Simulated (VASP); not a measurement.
Level of theory: PBEsol GGA, VASP's PBE PAW potentials (set 64) (plane waves; VASP).

VASP input:

POSCAR:
```
CdZn3Se4
1.0
 -0.0009307309   5.7463729598   5.7472410473
  5.7463729598  -0.0009307309   5.7472410473
  2.8727211145   2.8727211145   0.0000000000
Zn Se Cd
3 4 1
direct
  0.0004201522   0.0004201522   0.9991596955
  0.0014199270   0.4989507978   0.9996292753
  0.4989507978   0.0014199270   0.9996292753
  0.1252235990   0.1252235990   0.2495528020
  0.1078071156   0.6303856113   0.2618072731
  0.6303856113   0.1078071156   0.2618072731
  0.6371408740   0.6371408740   0.2257182519
  0.4986519231   0.4986519231   0.0026961538
```

**KPOINTS**
```
K-points
0
gamma
 3 3 6
```

### INCAR
```
! general
SYSTEM =CdZn3Se4
PREC   =Accurate
ENCUT  =400   ! plane-wave cut-off (eV)
LREAL  =.False.   ! projection in real space or not
LASPH  =.True.   ! aspherical one-centre terms

! electronic loop
EDIFF  =1E-6
NELM   =100   ! most electronic steps
ALGO   =Normal   ! blocked Davidson
LMAXMIX=4   ! l cut-off of mixed one-centre charges

! smearing
ISMEAR =0   ! Gaussian
SIGMA  =0.05   ! width (eV)

! functional
GGA    =PS   ! PBEsol

! ions
IBRION =2   ! conjugate gradients
NSW    =60   ! most ionic steps
ISIF   =3
EDIFFG =-0.02   ! ionic stop

! output
LWAVE  =.False.
LCHARG =.False.
```

POTCAR, in this order: Zn Se Cd (PBE.64 set). Program: vasp_std.

Problem. Predict the energy per atom (σ→0), volume per atom, band gap (on the k-mesh).

Solution. 
```
Property                          Result
------------------------  --------------
energy per atom (σ→0)     -3.291 eV/atom
band gap (on the k-mesh)         0.87 eV
volume per atom            23.74 Å³/atom
```

File OSZICAR:
```
...
       N       E                     dE             d eps       ncg     rms          rms(c)
DAV:   1    -0.263292177045E+02   -0.90311E-03   -0.95056E-02  1579   0.186E+00    0.217E-01
DAV:   2    -0.263286198070E+02    0.59790E-03   -0.40886E-03  1729   0.805E-01    0.853E-02
DAV:   3    -0.263285233454E+02    0.96462E-04   -0.23183E-04  1540   0.113E-01    0.511E-02
DAV:   4    -0.263284973453E+02    0.26000E-04   -0.29244E-05  1497   0.363E-02    0.174E-02
DAV:   5    -0.263284946672E+02    0.26781E-05   -0.42490E-06  1397   0.249E-02    0.501E-03
DAV:   6    -0.263284948709E+02   -0.20368E-06   -0.37070E-06  1113   0.153E-02
   6 F= -.26328495E+02 E0= -.26328495E+02  d E =-.180264E-03
```

The structure was generated: CdZn3Se4 was put into an ordered model structure (Amm2), which need not be its known phase. This run relaxes it. Symmetry was kept, so distortions that lower it aren't found. The start is the result of an earlier pass.
